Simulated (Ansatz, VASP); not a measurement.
## Two plane-wave programs on NaYTaP3O12

The input INCAR:

```
SYSTEM = NaYTaP3O12
PREC     = Accurate       ! precision mode
ENCUT    = 520            ! plane-wave cutoff, eV
EDIFF    = 1E-8           ! SCF threshold, eV
ISMEAR   = -1             ! smearing method
SIGMA    = 0.02           ! smearing width, eV
LREAL    = Auto         
LASPH    = .TRUE.         ! aspherical terms in the spheres
NELM     = 100            ! most SCF steps
ALGO     = Normal         ! electronic algorithm
ISIF     = 2              ! what is computed and relaxed
LWAVE    = .FALSE.        ! write WAVECAR
LCHARG   = .FALSE.        ! write CHGCAR
GGA      = PE             ! functional
LEFG     = .TRUE.       
NBANDS   = 140            ! bands
```

The input KPOINTS:

```
regular mesh
0
G
  3 3 3
  0 0 0
```

The input POSCAR:

```
NaYTaP3O12
1.0
    4.4927521440      2.5938916598      7.7409502900
   -4.4927521440      2.5938916598      7.7409502900
    0.0000000000     -5.1877833195      7.7409502900
Na Y Ta P O
2 2 2 6 24
Direct
    0.5030990300      0.5030990300      0.5030990300
    0.0030990300      0.0030990300      0.0030990300
    0.6457112700      0.6457112700      0.6457112700
    0.1457112700      0.1457112700      0.1457112700
    0.3524430800      0.3524430800      0.3524430800
    0.8524430800      0.8524430800      0.8524430800
    0.0481343500      0.4646914300      0.7358325300
    0.7358325300      0.0481343500      0.4646914300
    0.4646914300      0.7358325300      0.0481343500
    0.2358325300      0.9646914300      0.5481343500
    0.5481343500      0.2358325300      0.9646914300
    0.9646914300      0.5481343500      0.2358325300
    0.8907935400      0.4907536900      0.7075401200
    0.7075401200      0.8907935400      0.4907536900
    0.4907536900      0.7075401200      0.8907935400
    0.2075401200      0.9907536900      0.3907935400
    0.3907935400      0.2075401200      0.9907536900
    0.9907536900      0.3907935400      0.2075401200
    0.1374136400      0.5038787000      0.2712349100
    0.2712349100      0.1374136400      0.5038787000
    0.5038787000      0.2712349100      0.1374136400
    0.7712349100      0.0038787000      0.6374136400
    0.6374136400      0.7712349100      0.0038787000
    0.0038787000      0.6374136400      0.7712349100
    0.7898499100      0.5898701900      0.3901446300
    0.3901446300      0.7898499100      0.5898701900
    0.5898701900      0.3901446300      0.7898499100
    0.8901446300      0.0898701900      0.2898499100
    0.2898499100      0.8901446300      0.0898701900
    0.0898701900      0.2898499100      0.8901446300
    0.2198218600      0.4522014400      0.5565856900
    0.5565856900      0.2198218600      0.4522014400
    0.4522014400      0.5565856900      0.2198218600
    0.0565856900      0.9522014400      0.7198218600
    0.7198218600      0.0565856900      0.9522014400
    0.9522014400      0.7198218600      0.0565856900
```

Input for Ansatz:

```yaml
crystal:
  lattice:
    - [4.492752144, 2.5938916598, 7.74095029]
    - [-4.492752144, 2.5938916598, 7.74095029]
    - [0.0, -5.1877833195, 7.74095029]
  atoms:
    - { symbol: Na, position: [0.50309903, 0.50309903, 0.50309903] }
    - { symbol: Na, position: [0.00309903, 0.00309903, 0.00309903] }
    - { symbol: "Y", position: [0.64571127, 0.64571127, 0.64571127] }
    - { symbol: "Y", position: [0.14571127, 0.14571127, 0.14571127] }
    - { symbol: Ta, position: [0.35244308, 0.35244308, 0.35244308] }
    - { symbol: Ta, position: [0.85244308, 0.85244308, 0.85244308] }
    - { symbol: P, position: [0.04813435, 0.46469143, 0.73583253] }
    - { symbol: P, position: [0.73583253, 0.04813435, 0.46469143] }
    - { symbol: P, position: [0.46469143, 0.73583253, 0.04813435] }
    - { symbol: P, position: [0.23583253, 0.96469143, 0.54813435] }
    - { symbol: P, position: [0.54813435, 0.23583253, 0.96469143] }
    - { symbol: P, position: [0.96469143, 0.54813435, 0.23583253] }
    - { symbol: O, position: [0.89079354, 0.49075369, 0.70754012] }
    - { symbol: O, position: [0.70754012, 0.89079354, 0.49075369] }
    - { symbol: O, position: [0.49075369, 0.70754012, 0.89079354] }
    - { symbol: O, position: [0.20754012, 0.99075369, 0.39079354] }
    - { symbol: O, position: [0.39079354, 0.20754012, 0.99075369] }
    - { symbol: O, position: [0.99075369, 0.39079354, 0.20754012] }
    - { symbol: O, position: [0.13741364, 0.5038787, 0.27123491] }
    - { symbol: O, position: [0.27123491, 0.13741364, 0.5038787] }
    - { symbol: O, position: [0.5038787, 0.27123491, 0.13741364] }
    - { symbol: O, position: [0.77123491, 0.0038787, 0.63741364] }
    - { symbol: O, position: [0.63741364, 0.77123491, 0.0038787] }
    - { symbol: O, position: [0.0038787, 0.63741364, 0.77123491] }
    - { symbol: O, position: [0.78984991, 0.58987019, 0.39014463] }
    - { symbol: O, position: [0.39014463, 0.78984991, 0.58987019] }
    - { symbol: O, position: [0.58987019, 0.39014463, 0.78984991] }
    - { symbol: O, position: [0.89014463, 0.08987019, 0.28984991] }
    - { symbol: O, position: [0.28984991, 0.89014463, 0.08987019] }
    - { symbol: O, position: [0.08987019, 0.28984991, 0.89014463] }
    - { symbol: O, position: [0.21982186, 0.45220144, 0.55658569] }
    - { symbol: O, position: [0.55658569, 0.21982186, 0.45220144] }
    - { symbol: O, position: [0.45220144, 0.55658569, 0.21982186] }
    - { symbol: O, position: [0.05658569, 0.95220144, 0.71982186] }
    - { symbol: O, position: [0.71982186, 0.05658569, 0.95220144] }
    - { symbol: O, position: [0.95220144, 0.71982186, 0.05658569] }
kpoints:
  mp_grid: { grid: [3, 3, 3] }
scf:
  occupations: { method: fermi_dirac, width: 0.02 }
hamiltonian:
  xc: pbe
  pseudopotentials: { kind: paw }
output:
  forces: true
  stress: true
  populations: true
  efg:
    quadrupole_moments_barn: { Na: 0.104, Ta: 3.17, O: -0.02558 }
    contact_densities: true
```

The cell comes from a database or a generator and needn't be the stable form of this composition.

Alike in both runs: task electric field gradients; functional PBE; k mesh 3 × 3 × 3; occupations fermi-dirac, width 0.02 eV; no spin polarisation.

|  | VASP | Ansatz |
| --- | --- | --- |
| version | VASP 6.6.1 | Ansatz 0.2.0 |
| potentials or method | VASP PAW PBE potentials, release 64 (Na_pv, Y_sv, Ta_pv, P, O) | plane-wave PAW, scalar-relativistic |
| plane-wave cutoff (eV) | 520 | 420 |
| valence electrons in the cell | 232 | 240 |

```csv
,VASP,Ansatz,Ansatz less VASP
gap on the k mesh at the Fermi level (eV),3.22,3.26,+0.040
pressure (GPa),-0.6,-0.2,+0.41
largest component of the traceless stress (GPa),0.18,0.16,-0.023
rms of the force components (eV/Å),0.089,0.122,+0.0329
Vzz of the field gradient on the site that differs most (V/Å²),-66.6,-71.2,-4.63
```

Atom by atom the forces differ by 0.047 eV/Å (rms over components). The two sets of potentials don't hold the same shells in valence. Ansatz warned: «gradients_without_spin_orbit».

Caveats: spin-orbit coupling is left out, which moves the levels of the heavy elements; an odd mesh through Γ misses points on the zone boundary, where band edges often lie.
